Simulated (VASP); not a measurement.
Level of theory: r2SCAN meta-GGA, VASP's PBE PAW potentials (set 64) (plane waves; VASP).

Input for VASP

KPOINTS:
```
Automatic mesh
0
Gamma
10 10 10
0 0 0
```

**INCAR**
```
PREC = Accurate
LWAVE = .FALSE.
ISIF = 3   # ions, shape and volume
LMAXMIX = 4
SIGMA = 0.1   # width (eV)
NSW = 60   # most ionic steps
IBRION = 2
NELM = 100   # most electronic steps
METAGGA = R2SCAN
LMIXTAU = .TRUE.
ENCUT = 400   # plane-wave cut-off (eV)
ISMEAR = 1   # Methfessel-Paxton
EDIFF = 1E-6   # SCF stop (eV)
LCHARG = .FALSE.
LASPH = .TRUE.   # aspherical one-centre terms
SYSTEM = Pd
LREAL = .FALSE.   # projection in real space or not
ALGO = Normal
EDIFFG = -0.01
```

**POSCAR**
```
Pd
1
   -0.0000000000     2.8591813428     2.8591813428
    2.8591813428    -0.0000000000     2.8591813428
    2.8591813428     2.8591813428    -0.0000000000
Pd
2
Direct
  0.7500000000   0.7500000000   0.7500000000
  0.5000000000   0.5000000000   0.5000000000
```

POTCAR, in this order: Pd (PBE.64 set). Program: vasp_std.

The resulting files:

### OSZICAR
```
       N       E                     dE             d eps       ncg     rms          rms(c)
DAV:   1     0.534790851374E+02    0.53479E+02   -0.88992E+03  1324   0.110E+03
DAV:   2    -0.479609203383E+02   -0.10144E+03   -0.95967E+02  1508   0.242E+02
DAV:   3    -0.499202233884E+02   -0.19593E+01   -0.19375E+01  1460   0.387E+01
DAV:   4    -0.499398043223E+02   -0.19581E-01   -0.19577E-01  1700   0.362E+00
DAV:   5    -0.499401249715E+02   -0.32065E-03   -0.32065E-03  1496   0.439E-01    0.882E+00
DAV:   6    -0.436406416856E+02    0.62995E+01   -0.90062E+00  1334   0.290E+01    0.691E+00
DAV:   7    -0.434964088371E+02    0.14423E+00   -0.62133E-01  1346   0.766E+00    0.341E+00
DAV:   8    -0.434687424701E+02    0.27666E-01   -0.59551E-01  1334   0.600E+00    0.140E+00
DAV:   9    -0.434406376818E+02    0.28105E-01   -0.14992E-01  1436   0.334E+00    0.565E-01
DAV:  10    -0.434759952214E+02   -0.35358E-01   -0.64231E-02  1388   0.215E+00    0.363E-01
DAV:  11    -0.434700277869E+02    0.59674E-02   -0.16624E-02  1448   0.118E+00    0.918E-02
DAV:  12    -0.434763830122E+02   -0.63552E-02   -0.35179E-03  1406   0.497E-01    0.146E-01
DAV:  13    -0.434759886037E+02    0.39441E-03   -0.15467E-03  1400   0.349E-01    0.209E-02
DAV:  14    -0.434759892120E+02   -0.60823E-06   -0.56096E-05  1412   0.672E-02    0.108E-02
DAV:  15    -0.434759860228E+02    0.31892E-05   -0.17822E-05  1322   0.502E-02    0.767E-03
DAV:  16    -0.434759932788E+02   -0.72560E-05   -0.90370E-06  1328   0.403E-02    0.656E-03
DAV:  17    -0.434759968542E+02   -0.35754E-05   -0.22778E-06  1130   0.187E-02    0.279E-03
DAV:  18    -0.434759980412E+02   -0.11870E-05   -0.38912E-07   724   0.529E-03    0.901E-04
DAV:  19    -0.434759980856E+02   -0.44408E-07   -0.10032E-07   658   0.355E-03
   1 F= -.43475998E+02 E0= -.43474381E+02  d E =-.434760E+02
       N       E                     dE             d eps       ncg     rms          rms(c)
DAV:   1    -0.435017706044E+02   -0.25773E-01   -0.38545E-01  1322   0.656E+00    0.109E+00
DAV:   2    -0.434759625608E+02    0.25808E-01   -0.14930E-01  1328   0.334E+00    0.382E-01
DAV:   3    -0.434758514626E+02    0.11110E-03   -0.36575E-03  1340   0.540E-01    0.179E-01
DAV:   4    -0.434744210745E+02    0.14304E-02   -0.33785E-03  1430   0.436E-01    0.969E-02
DAV:   5    -0.434760896472E+02   -0.16686E-02   -0.10889E-03  1436   0.280E-01    0.256E-02
DAV:   6    -0.434760816758E+02    0.79715E-05   -0.21913E-05  1346   0.360E-02    0.127E-02
DAV:   7    -0.434761204215E+02   -0.38746E-04   -0.18578E-05  1376   0.425E-02    0.305E-03
DAV:   8    -0.434761201582E+02    0.26330E-06   -0.12652E-06   952   0.144E-02
   2 F= -.43476120E+02 E0= -.43474489E+02  d E =-.122073E-03
       N       E                     dE             d eps       ncg     rms          rms(c)
DAV:   1    -0.434813792206E+02   -0.52588E-02   -0.72060E-02  1322   0.282E+00    0.498E-01
DAV:   2    -0.434763747965E+02    0.50044E-02   -0.30374E-02  1328   0.154E+00    0.189E-01
DAV:   3    -0.434762309043E+02    0.14389E-03   -0.11151E-03  1328   0.301E-01    0.759E-02
DAV:   4    -0.434759142505E+02    0.31665E-03   -0.55824E-04  1436   0.170E-01    0.302E-02
DAV:   5    -0.434762490525E+02   -0.33480E-03   -0.10159E-04  1430   0.807E-02    0.134E-02
DAV:   6    -0.434762893220E+02   -0.40269E-04   -0.15289E-05  1454   0.303E-02    0.530E-03
DAV:   7    -0.434762952642E+02   -0.59422E-05   -0.22815E-06  1228   0.147E-02    0.214E-03
DAV:   8    -0.434762951551E+02    0.10909E-06   -0.42785E-07   670   0.616E-03
   3 F= -.43476295E+02 E0= -.43474669E+02  d E =-.297070E-03
```

### OUTCAR
```
------------------------ aborting loop because EDIFF is reached ----------------------------------------
  FORCE on cell =-STRESS in cart. coord.  units (eV):
  Direction    XX          YY          ZZ          XY          YZ          ZX
  --------------------------------------------------------------------------------------
  Total        0.0032996      0.0032996      0.0032996     -0.0000000      0.0000000     -0.0000000
  in kB        0.1125260      0.1125260      0.1125260     -0.0000000      0.0000000     -0.0000000
  external PRESSURE =       0.1125260 kB  Pullay stress =       0.0000000 kB
  volume of cell :       46.98
      direct lattice vectors                 reciprocal lattice vectors
    -0.000000000  2.863929851  2.863929851    -0.174585282  0.174585282  0.174585282
     2.863929851  0.000000000  2.863929851     0.174585282 -0.174585282  0.174585282
     2.863929851  2.863929851  0.000000000     0.174585282  0.174585282 -0.174585282
 POSITION                                       TOTAL-FORCE (eV/Angst)
 -----------------------------------------------------------------------------------
      4.29589      4.29589      4.29589         0.000000      0.000000      0.000000
      2.86393      2.86393      2.86393        -0.000000     -0.000000     -0.000000
 -----------------------------------------------------------------------------------
    total drift:                                0.000000      0.000000      0.000000
  FREE ENERGIE OF THE ION-ELECTRON SYSTEM (eV)
  ---------------------------------------------------
  free  energy   TOTEN  =       -43.4762951551 eV

  energy  without entropy=      -43.4714179420  energy(sigma->0) =      -43.47466942

 reached required accuracy - stopping structural energy minimisation
```
(Selected blocks of OUTCAR.)

**CONTCAR**
```
Pd
   1.00000000000000
    -0.0000000000000000    2.8639298506058091    2.8639298506058091
     2.8639298506058091    0.0000000000000000    2.8639298506058091
     2.8639298506058091    2.8639298506058091    0.0000000000000000
  Pd
     2
Direct
     0.7500000000000000    0.7500000000000000    0.7500000000000000
     0.5000000000000000    0.5000000000000000    0.5000000000000000
```

**OUTCAR**
```
 val. band max:        4.2073465380   @ k =  -0.4000   0.3000   0.1000

 cond. band min:       4.2128406807   @ k =  -0.3000   0.4000   0.1000


 Fermi energy:         4.2124258798

 k-point     1 :       0.0000    0.0000    0.0000
  band No.  band energies     occupation
      1      -0.4767      2.00000
      2       0.5927      2.00000
      3       0.5927      2.00000
      4       0.7526      2.00000
      5       0.7526      2.00000
      6       0.7526      2.00000
      7       2.8137      2.00000
      8       2.8137      2.00000
      9       2.8137      2.00000
     10       4.0259      2.02411
     11       4.0259      2.02411
     12      16.5926      0.00000
     13      16.5926      0.00000
     14      16.5926      0.00000

 k-point     2 :       0.1000    0.0000    0.0000
  band No.  band energies     occupation
      1      -0.3261      2.00000
      2       0.4955      2.00000
      3       0.4955      2.00000
      4       0.7568      2.00000
      5       0.8902      2.00000
      6       0.8902      2.00000
      7       2.7592      2.00000
      8       2.7954      2.00000
      9       2.7954      2.00000
     10       4.0300      2.02700
     11       4.0300      2.02700
     12      14.0752      0.00000
     13      15.6983      0.00000
     14      15.6983      0.00000

 k-point     3 :       0.2000    0.0000    0.0000
  band No.  band energies     occupation
      1       0.0737      2.00000
      2       0.4238      2.00000
      3       0.4238      2.00000
      4       0.7930      2.00000
      5       1.0457      2.00000
      6       1.0457      2.00000
      7       2.6560      2.00000
      8       2.7852      2.00000
      9       2.7852      2.00000
     10       4.0275      2.02524
     11       4.0275      2.02524
     12      11.4691      0.00000
     13      14.7550      0.00000
     14      14.7550      0.00000

 k-point     4 :       0.3000    0.0000    0.0000
  band No.  band energies     occupation
...
```

The structure was generated: Pd was put into the diamond type (Fd-3m), which need not be its known phase. This run relaxes it. Symmetry was kept, so distortions that lower it aren't found. The start is the result of an earlier pass.
